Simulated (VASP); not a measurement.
Moving the strain (εzz = s) in KTe2

```xyz
3
Lattice="3.1190 -5.6115 0.0000 3.1190 5.6115 0.0000 0.0000 0.0000 3.3386" Properties=species:S:1:pos:R:3 pbc="T T T"
K     0.0000    0.0000    1.6693
Te    1.5595    2.8058    0.0000
Te    1.5595   -2.8058    0.0000
```

The cell comes from a database or a generator and needn't be the stable form of this composition.

Kept alike: task relaxation of the atoms; functional PBE; k mesh 5 × 5 × 8; occupations fermi-dirac, width 0.05 eV; no spin polarisation. Program: VASP, PBE PAW files K_sv, Te, 520 eV. The mesh is that of the run's cell of 3 atoms. No spin-orbit coupling.

```csv
s,free energy over the lowest row (meV/atom)
-0.04,0.00
-0.02,1.83
-0.01,5.17
0,9.10
0.01,12.97
0.02,16.56
0.04,23.65
```

The cell shown is the unstrained one; x, y and z are its Cartesian axes. For a metal such a mesh leaves the last digits unconverged.

What does the strain (εzz = s) change here?

The free energy rises from 0.00 to 23.65 meV/atom between -0.04 and 0.04.
